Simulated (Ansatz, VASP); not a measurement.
# Cross-check of SiO2 (Quartz) between VASP and Ansatz, part 2 of 3

One calculation is typed for both programs; each brings its own data sets and cutoff. How far apart do they land? The cell is taken from a series of VASP runs on this material, whose earlier steps may have relaxed, scaled or displaced it; both programs get it as it stands.

VASP 6.6.1 and Ansatz 0.2.0.

So far. Step 3 (VASP: band structure, LDA): The run ends at a pressure of -1.10 GPa, with forces up to 0.018 eV/Å.

### 4. Side by side

Known differences besides the potentials themselves: the two LDA forms differ slightly; the cutoff is 420 eV in Ansatz and 460 eV in VASP; VASP's log shows a relativistic correction to its local exchange, Ansatz's none. Total energies have different zeros and are not compared.

Both answers:

```
                                        quantity  Ansatz   VASP  difference
                                  pressure (GPa)   -1.17  -1.10       -0.08
pressure without Ansatz's Pulay correction (GPa)   -2.01  -1.10       -0.91
                   gap over the path points (eV)   5.730  5.733      -0.002
```

Levels at points of the path, from each program's valence-band top (eV; 4 filled, then empty):

```
k (reciprocal lattice)                                  Ansatz                                    VASP
     0.000 0.000 0.000  -1.02 -0.70 -0.32 -0.32 5.73 9.01 9.01  -1.02 -0.70 -0.33 -0.33 5.73 8.99 8.99
     0.143 0.000 0.000  -1.02 -0.78 -0.27 -0.25 6.05 9.00 9.05  -1.02 -0.78 -0.28 -0.25 6.05 8.98 9.03
     0.286 0.000 0.000  -1.02 -0.85 -0.24 -0.12 6.84 9.05 9.12  -1.03 -0.85 -0.24 -0.13 6.84 9.03 9.10
     0.500 0.000 0.000  -1.04 -0.78 -0.27 -0.04 8.00 8.72 9.41  -1.05 -0.79 -0.27 -0.04 8.00 8.72 9.39
     0.476 0.048 0.000  -1.05 -0.76 -0.28 -0.03 8.02 8.72 9.42  -1.06 -0.77 -0.28 -0.03 8.01 8.73 9.41
     0.405 0.190 0.000  -1.12 -0.60 -0.33 -0.01 8.24 8.79 9.29  -1.12 -0.60 -0.33 -0.01 8.23 8.79 9.28
     0.357 0.286 0.000   -1.19 -0.48 -0.39 0.00 8.49 8.76 9.16   -1.20 -0.49 -0.39 0.00 8.49 8.75 9.16
     0.333 0.333 0.000   -1.23 -0.43 -0.43 0.00 8.64 8.64 9.14   -1.24 -0.44 -0.44 0.00 8.64 8.64 9.14
     0.286 0.286 0.000  -1.14 -0.54 -0.35 -0.01 8.23 8.95 9.16  -1.15 -0.55 -0.35 -0.01 8.23 8.94 9.16
     0.190 0.190 0.000  -0.97 -0.82 -0.26 -0.08 7.14 9.08 9.22  -0.97 -0.82 -0.26 -0.08 7.14 9.06 9.21
```

At this near-relaxed geometry the largest component of a force difference is 21 meV/Å. Among the levels compared at these points, filled levels agree within 9 meV and empty ones within 30 meV. Ansatz's pressure holds a Pulay correction of 0.83 GPa; VASP's holds none.

### 5. Other set-ups

Further runs change the set-up of one program: Ansatz's method, potentials or start, or VASP's data sets, cutoff or form of LDA. The table gives Ansatz less VASP for each quantity, since a change that brings one quantity closer may part another.

```
                                        run  r.m.s. force difference (meV/Å)  pressure (GPa)  gap over the path points (eV)  pressure without Ansatz's Pulay correction (GPa)
                                   as above                               13          -0.078                        -0.0025                                             -0.91
                       cores kept as stored                              6.5            0.44                         0.0021                                             -0.33
    Ansatz's larger PAW set (cutoff 900 eV)                               10         -0.0049                         0.0084                                             -0.10
norm-conserving potentials (cutoff 1143 eV)                               64            -1.7                          0.050
```

### 6. VASP: band structure, PBE

The same path points are solved in both programs, so levels can be compared one by one.

INCAR reads:

```
SYSTEM = SiO2
PREC = Accurate
ENCUT = 460
EDIFF = 1E-06
NELM = 100
ISMEAR = 0
SIGMA = 0.03
LREAL = .FALSE.
ALGO = Normal
GGA = PE
NBANDS = 46
LORBIT = 11
LWAVE = .FALSE.
LCHARG = .FALSE.
KPAR = 16
LASPH = .TRUE.
```

POSCAR reads:

```
SiO2
1.0
    4.9158000000      0.0000000000      0.0000000000
   -2.4579000000      4.2572076799      0.0000000000
    0.0000000000      0.0000000000      5.4091000000
Si O
3 6
Direct
    0.4692648135      0.4692648135      0.0000000000
    0.0000000000      0.5307351865      0.6666666667
    0.5307351865      0.0000000000      0.3333333333
    0.8553402672      0.2683029818      0.4517397088
    0.7316970182      0.5870372854      0.7850730422
    0.4129627146      0.1446597328      0.1184063755
    0.2683029818      0.8553402672      0.5482602912
    0.5870372854      0.7316970182      0.2149269578
    0.1446597328      0.4129627146      0.8815936245
```

KPOINTS reads:

```
Automatic mesh
0
Gamma
6 6 4
0 0 0
```

KPOINTS_OPT reads:

```
Line mode
8
Line-mode
Reciprocal
  0.00000000   0.00000000   0.00000000 GAMMA
  0.50000000   0.00000000   0.00000000 M

  0.50000000   0.00000000   0.00000000 M
  0.33333333   0.33333333   0.00000000 K

  0.33333333   0.33333333   0.00000000 K
  0.00000000   0.00000000   0.00000000 GAMMA

  0.00000000   0.00000000   0.00000000 GAMMA
  0.00000000   0.00000000   0.50000000 A

  0.00000000   0.00000000   0.50000000 A
  0.50000000   0.00000000   0.50000000 L

  0.50000000   0.00000000   0.50000000 L
  0.33333333   0.33333333   0.50000000 H

  0.33333333   0.33333333   0.50000000 H
  0.00000000   0.00000000   0.50000000 A

  0.50000000   0.00000000   0.50000000 L
  0.50000000   0.00000000   0.00000000 M

  0.33333333   0.33333333   0.00000000 K
  0.33333333   0.33333333   0.50000000 H
```

The projector-augmented-wave data sets are Si and O (PBE family, release 64).

Run with:

```
$ mpirun -np 16 vasp_std
```

Numbers of over 12 decimals in the logs are rounded to 6 here.

Output:

```text
[banner, memory and clock lines left out]
running   16 mpi-ranks, on    1 nodes
[...]
[... a notice as in an earlier step ...]

 LDA part: xc-table for (Slater+PW92), standard interpolation
 POSCAR, INCAR and KPOINTS ok, starting setup
[...]
entering main loop
       N       E                     dE             d eps       ncg     rms          rms(c)
DAV:   1     0.207798853413E+03    0.20780E+03   -0.22693E+04  2208   0.882E+02
DAV:   2    -0.671266108535E+02   -0.27493E+03   -0.26559E+03  2670   0.234E+02
DAV:   3    -0.804568058353E+02   -0.13330E+02   -0.13237E+02  2696   0.500E+01
DAV:   4    -0.805628305177E+02   -0.10602E+00   -0.10600E+00  2522   0.498E+00
[...]
DAV:  12    -0.710674329066E+02   -0.10891E-04   -0.18884E-05  2526   0.195E-02    0.153E-02
DAV:  13    -0.710674345933E+02   -0.16866E-05   -0.55927E-06  2540   0.111E-02    0.505E-03
DAV:  14    -0.710674350528E+02   -0.45956E-06   -0.33627E-07  1984   0.267E-03
   1 F= -.71067435E+02 E0= -.71067435E+02  d E =-.766170E-13
 Start KPOINTS_OPT (optional k-point list driver)
k-point batch [1-24\72]
       N       E                     dE             ncg
DAV:   1    -0.137614147587E+03   -0.18388E+05     2208
DAV:   2    -0.628583901151E+04   -0.61482E+04     2668
DAV:   3    -0.659881337512E+04   -0.31297E+03     2760
DAV:   4    -0.660135467966E+04   -0.25413E+01     2544
DAV:   5    -0.660138006388E+04   -0.25384E-01     2684
DAV:   6    -0.660138045613E+04   -0.39225E-03     2664
DAV:   7    -0.660138046372E+04   -0.75899E-05     2370
DAV:   8    -0.660138046403E+04   -0.30278E-06     1904
[...]
k-point batch [49-72\72]
       N       E                     dE             ncg
DAV:   1    -0.877076212788E+02   -0.28341E+05     2216
DAV:   2    -0.629995404628E+04   -0.62122E+04     2680
DAV:   3    -0.660106566592E+04   -0.30111E+03     2714
DAV:   4    -0.660351650688E+04   -0.24508E+01     2602
DAV:   5    -0.660354104005E+04   -0.24533E-01     2634
DAV:   6    -0.660354142288E+04   -0.38283E-03     2722
DAV:   7    -0.660354143048E+04   -0.75964E-05     2366
DAV:   8    -0.660354143075E+04   -0.27021E-06     2002
```

Parts of OUTCAR (step 6):

```text
  Total        4.1271812      4.1271812      4.2430393      0.0000000      0.0000000      0.0000000
  in kB       58.4144203     58.4144203     60.0542280      0.0000000      0.0000000      0.0000000
  external PRESSURE =      58.9610229 kB  Pullay stress =       0.0000000 kB

 POSITION                                       TOTAL-FORCE (eV/Angst)
 -----------------------------------------------------------------------------------
      1.15341      1.99776      0.00000        -0.000534     -0.000924      0.000000
     -1.30449      2.25945      3.60607        -0.000534      0.000924     -0.000000
      2.60899      0.00000      1.80303         0.001067      0.000000      0.000000
      3.54522      1.14222      2.44351         0.269157     -0.001392     -0.156491
      2.15400      2.49914      4.24654        -0.133373      0.233793     -0.156491
      1.67448      0.61585      0.64047        -0.135784     -0.232401     -0.156491
     -0.78342      3.64136      2.96559        -0.135784      0.232401      0.156491
      1.08732      3.11499      1.16256         0.269157      0.001392      0.156491
     -0.30390      1.75807      4.76863        -0.133373     -0.233793      0.156491
 -----------------------------------------------------------------------------------
    total drift:                                0.000011      0.000018     -0.000001

  FREE ENERGIE OF THE ION-ELECTRON SYSTEM (eV)
  ---------------------------------------------------
  free  energy   TOTEN  =       -71.0674350528 eV

  energy  without entropy=      -71.0674350528  energy(sigma->0) =      -71.06743505

[... 2 parts as in an earlier step ...]

[... 1 further part left out ...]
[key lines of the parts left out:]
E-fermi :   1.2304
```

The run ends at a pressure of 5.90 GPa, with forces up to 0.31 eV/Å.

### 7. Ansatz: band structure, PBE

The same cell, functional, mesh and smearing now go to Ansatz, which takes its cutoff from its data sets.

The cell is taken from a series of VASP runs on this material, whose earlier steps may have relaxed, scaled or displaced it; both programs get it as it stands.

input.yaml reads:

```yaml
crystal:
  lattice:
    - [4.9158, 0.0, 0.0]
    - [-2.4579, 4.2572076799, 0.0]
    - [0.0, 0.0, 5.4091]
  atoms:
    - { symbol: Si, position: [0.4692648135, 0.4692648135, 0.0] }
    - { symbol: Si, position: [0.0, 0.5307351865, 0.6666666667] }
    - { symbol: Si, position: [0.5307351865, 0.0, 0.3333333333] }
    - { symbol: O, position: [0.8553402672, 0.2683029818, 0.4517397088] }
    - { symbol: O, position: [0.7316970182, 0.5870372854, 0.7850730422] }
    - { symbol: O, position: [0.4129627146, 0.1446597328, 0.1184063755] }
    - { symbol: O, position: [0.2683029818, 0.8553402672, 0.5482602912] }
    - { symbol: O, position: [0.5870372854, 0.7316970182, 0.2149269578] }
    - { symbol: O, position: [0.1446597328, 0.4129627146, 0.8815936245] }
hamiltonian:
  xc: pbe
  pseudopotentials: { kind: paw }
kpoints:
  mp_grid: { grid: [6, 6, 4] }
  band_path:
    path:
      - [0.0, 0.0, 0.0]
      - [0.14286, 0.0, 0.0]
      - [0.28571, 0.0, 0.0]
      - [0.5, 0.0, 0.0]
      - [0.47619, 0.04762, 0.0]
      - [0.40476, 0.19048, 0.0]
      - [0.35714, 0.28571, 0.0]
      - [0.33333, 0.33333, 0.0]
      - [0.28571, 0.28571, 0.0]
      - [0.19048, 0.19048, 0.0]
      - [0.04762, 0.04762, 0.0]
      - [0.0, 0.0, 0.0]
      - [0.0, 0.0, 0.14286]
      - [0.0, 0.0, 0.35714]
      - [0.0, 0.0, 0.5]
      - [0.14286, 0.0, 0.5]
      - [0.28571, 0.0, 0.5]
      - [0.5, 0.0, 0.5]
      - [0.47619, 0.04762, 0.5]
      - [0.40476, 0.19048, 0.5]
      - [0.35714, 0.28571, 0.5]
      - [0.33333, 0.33333, 0.5]
      - [0.19048, 0.19048, 0.5]
      - [0.09524, 0.09524, 0.5]
      - [0.5, 0.0, 0.5]
      - [0.5, 0.0, 0.35714]
      - [0.5, 0.0, 0.14286]
      - [0.5, 0.0, 0.0]
      - [0.33333, 0.33333, 0.14286]
      - [0.33333, 0.33333, 0.28571]
      - [0.33333, 0.33333, 0.5]
    npoints: 1
scf:
  occupations: { method: gaussian, width: 0.03 }
  n_extra_bands: 10
output:
  forces: true
  stress: true
  eigenvalues: true
```

Run with:

```
$ ansatz run input.yaml --threads 4 --pin off --max-ram 9216MiB --backend cpu --events-out ev --progress --plain --runs-dir out
```

Output:

```text
[...]
Crystal: 9 atoms, lattice volume = 113.199 Å³
Basis set: ecut = 420 eV, 2209 PW (Γ), exchange–correlation on 72×72×80 points (8 copies of the dense FFT grid, shifted against one another)
Bands: 34, of which v1, the nominal top of the filled ones, is band 24 counted from 1 (23 counted from 0)
Symmetry: 6 space group operations
[...]
k-points: 24 of 144 (time reversal used)
[...]
k-point 0: bands = [... 20 lower, 1.5270, 1.8382, 2.2263, 2.2263, 8.5098, 11.8475, 11.8475, 12.3057, ... 6 higher]
  k-point 1: bands = [... 20 lower, 1.4560, 1.9913, 2.3150, 2.4389, 9.1094, 11.6775, 11.7750, 11.8110, ... 6 higher]
  k-point 2: bands = [... 20 lower, 1.3251, 2.3138, 2.3138, 2.4477, 10.4641, 10.4641, 11.5999, 12.2786, ... 6 higher]
  k-point 23: bands = [... 20 lower, 1.6035, 1.7749, 1.9579, 1.9579, 11.5030, 12.3129, 12.3129, 12.6251, ... 6 higher]
[key lines of the parts left out:]
SCF converged after 6 iterations
Free energy (F): -5322.135780 eV
Fermi energy:    5.522667 eV
P = ⅓ Tr σ = 6.3858 GPa (63.858 kbar)
```

Wall time 1.9 s (4 threads of Intel Xeon 6975P-C (Granite Rapids), shared host); peak memory 0.47 GiB.

### 8. Differences

Both answers:

```
                                        quantity  Ansatz   VASP  difference
                                  pressure (GPa)    6.39   5.90       +0.49
pressure without Ansatz's Pulay correction (GPa)    5.78   5.90       -0.12
                   gap over the path points (eV)   5.974  5.977      -0.003
```

Forces (eV/Å; atoms numbered as in POSCAR):

```
atom          Ansatz x, y, z            VASP x, y, z
 Si1     0.007, 0.012, 0.000   -0.001, -0.001, 0.000
 Si2    0.007, -0.012, 0.000    -0.001, 0.001, 0.000
 Si3    -0.014, 0.000, 0.000     0.001, 0.000, 0.000
  O4   0.274, -0.007, -0.158   0.269, -0.001, -0.156
  O5   -0.131, 0.241, -0.158   -0.133, 0.234, -0.156
  O6  -0.143, -0.234, -0.158  -0.136, -0.232, -0.156
  O7    -0.143, 0.234, 0.158    -0.136, 0.232, 0.156
  O8     0.274, 0.007, 0.158     0.269, 0.001, 0.156
  O9   -0.131, -0.241, 0.158   -0.133, -0.234, 0.156
```

Levels at points of the path, from each program's valence-band top (eV; 4 filled, then empty):

```
k (reciprocal lattice)                                  Ansatz                                    VASP
     0.000 0.000 0.000  -1.01 -0.70 -0.31 -0.31 5.97 9.31 9.31  -1.01 -0.70 -0.31 -0.31 5.98 9.30 9.30
     0.143 0.000 0.000  -1.01 -0.77 -0.27 -0.24 6.29 9.29 9.34  -1.00 -0.77 -0.27 -0.24 6.30 9.27 9.33
     0.286 0.000 0.000  -1.01 -0.84 -0.24 -0.12 7.09 9.32 9.38  -1.01 -0.84 -0.24 -0.12 7.09 9.31 9.37
     0.500 0.000 0.000  -1.02 -0.77 -0.27 -0.04 8.24 8.98 9.69  -1.03 -0.77 -0.27 -0.04 8.24 8.99 9.68
     0.476 0.048 0.000  -1.03 -0.75 -0.27 -0.03 8.26 8.99 9.68  -1.04 -0.76 -0.27 -0.04 8.26 9.00 9.67
     0.405 0.190 0.000  -1.10 -0.59 -0.33 -0.01 8.48 9.05 9.55  -1.10 -0.59 -0.33 -0.01 8.48 9.05 9.55
     0.357 0.286 0.000   -1.17 -0.48 -0.39 0.00 8.75 9.02 9.42   -1.18 -0.48 -0.39 0.00 8.75 9.02 9.43
     0.333 0.333 0.000   -1.21 -0.43 -0.43 0.00 8.90 8.90 9.41   -1.22 -0.43 -0.43 0.00 8.90 8.90 9.41
     0.286 0.286 0.000  -1.12 -0.54 -0.35 -0.01 8.49 9.20 9.43  -1.13 -0.54 -0.35 -0.01 8.49 9.20 9.43
     0.190 0.190 0.000  -0.95 -0.81 -0.26 -0.08 7.39 9.34 9.48  -0.96 -0.81 -0.26 -0.08 7.39 9.33 9.47
```

The forces differ by 6.1 meV/Å r.m.s., which is 4.2 % of the r.m.s. force of 0.15 eV/Å (both taken over all components). Among the levels compared at these points, filled levels agree within 7 meV and empty ones within 18 meV. Ansatz's pressure holds a Pulay correction of 0.61 GPa; VASP's holds none.

### 9. VASP: band structure, r2SCAN

The same path points are solved in both programs, so levels can be compared one by one.

Edit INCAR of step 6 so:

```diff
@@ -9,3 +9,4 @@
 ALGO = Normal
-GGA = PE
+METAGGA = R2SCAN
+LASPH = .TRUE.
 NBANDS = 46
@@ -15,2 +16 @@
 KPAR = 16
-LASPH = .TRUE.
```

POSCAR is that of step 6.

KPOINTS is that of step 6.

KPOINTS_OPT is that of step 6.

Run with:

```
$ mpirun -np 16 vasp_std
```

Output:

```text
[banner, memory and clock lines left out]
running   16 mpi-ranks, on    1 nodes
[...]
[... a notice as in an earlier step ...]

|                                                                             |
|               ----> ADVICE to this user running VASP <----                  |
|                                                                             |
|     You enforced a specific xc type in the INCAR file but a different       |
|     [... a line on the potential file left out ...]
|     I HOPE YOU KNOW WHAT YOU ARE DOING!                                     |
|                                                                             |

 LDA part: xc-table for (None), standard interpolation
 POSCAR, INCAR and KPOINTS ok, starting setup
[...]
entering main loop
       N       E                     dE             d eps       ncg     rms          rms(c)
DAV:   1     0.180760216223E+03    0.18076E+03   -0.23114E+04  2208   0.901E+02
DAV:   2    -0.995477705695E+02   -0.28031E+03   -0.27070E+03  2662   0.239E+02
[...]
DAV:  13    -0.894508942634E+02    0.27414E-05   -0.36962E-06  2492   0.975E-03    0.526E-03
DAV:  14    -0.894508944847E+02   -0.22135E-06   -0.24043E-07  1914   0.245E-03
   1 F= -.89450894E+02 E0= -.89450894E+02  d E =-.552562E-25
 Start KPOINTS_OPT (optional k-point list driver)
k-point batch [1-24\72]
       N       E                     dE             ncg
DAV:   1    -0.768384313076E+03   -0.19019E+05     2208
DAV:   2    -0.714503568428E+04   -0.63767E+04     2676
DAV:   3    -0.745981071778E+04   -0.31478E+03     2744
DAV:   4    -0.746215362869E+04   -0.23429E+01     2576
DAV:   5    -0.746217524391E+04   -0.21615E-01     2676
DAV:   6    -0.746217556230E+04   -0.31839E-03     2656
DAV:   7    -0.746217556839E+04   -0.60893E-05     2372
DAV:   8    -0.746217556862E+04   -0.22388E-06     1954
[...]
k-point batch [49-72\72]
       N       E                     dE             ncg
DAV:   1    -0.718622404463E+03   -0.28972E+05     2216
DAV:   2    -0.715896524258E+04   -0.64403E+04     2656
DAV:   3    -0.746206153923E+04   -0.30310E+03     2722
DAV:   4    -0.746432919360E+04   -0.22677E+01     2624
DAV:   5    -0.746435016283E+04   -0.20969E-01     2642
DAV:   6    -0.746435047631E+04   -0.31348E-03     2712
DAV:   7    -0.746435048245E+04   -0.61410E-05     2344
DAV:   8    -0.746435048267E+04   -0.21930E-06     2016
```

Parts of OUTCAR (step 9):

```text
  Total        0.3588573      0.3588573      0.4475324     -0.0000000      0.0000000      0.0000000
  in kB        5.0791176      5.0791176      6.3341884     -0.0000000      0.0000000      0.0000000
  external PRESSURE =       5.4974745 kB  Pullay stress =       0.0000000 kB

 POSITION                                       TOTAL-FORCE (eV/Angst)
 -----------------------------------------------------------------------------------
      1.15341      1.99776      0.00000        -0.011637     -0.020156      0.000000
     -1.30449      2.25945      3.60607        -0.011637      0.020156      0.000000
      2.60899      0.00000      1.80303         0.023274      0.000000     -0.000000
      3.54522      1.14222      2.44351         0.031463      0.014308     -0.030850
      2.15400      2.49914      4.24654        -0.028122      0.020094     -0.030850
      1.67448      0.61585      0.64047        -0.003341     -0.034402     -0.030850
     -0.78342      3.64136      2.96559        -0.003341      0.034402      0.030850
      1.08732      3.11499      1.16256         0.031463     -0.014308      0.030850
     -0.30390      1.75807      4.76863        -0.028122     -0.020094      0.030850
 -----------------------------------------------------------------------------------
    total drift:                                0.000046      0.000080     -0.000001

  FREE ENERGIE OF THE ION-ELECTRON SYSTEM (eV)
  ---------------------------------------------------
  free  energy   TOTEN  =       -89.4508944847 eV

  energy  without entropy=      -89.4508944847  energy(sigma->0) =      -89.45089448

[... 2 parts as in an earlier step ...]

[... 1 further part left out ...]
[key lines of the parts left out:]
E-fermi :   0.8418
```

The run ends at a pressure of 0.55 GPa, with forces up to 0.046 eV/Å.

[end of part 2 of 3]

[Lines on the potential files, build, host, timing and source positions are cut from VASP's logs without a mark.]

[Logs are printed without paths, hosts, clocks, repeated set-up lines and the standing remarks that a program may print on its own settings, such as how far it seeks lower states.]

[Hosts, paths, dates, database ids (printed as entryN), source tags and the programs' standing remarks are cut or masked in the printed files.]
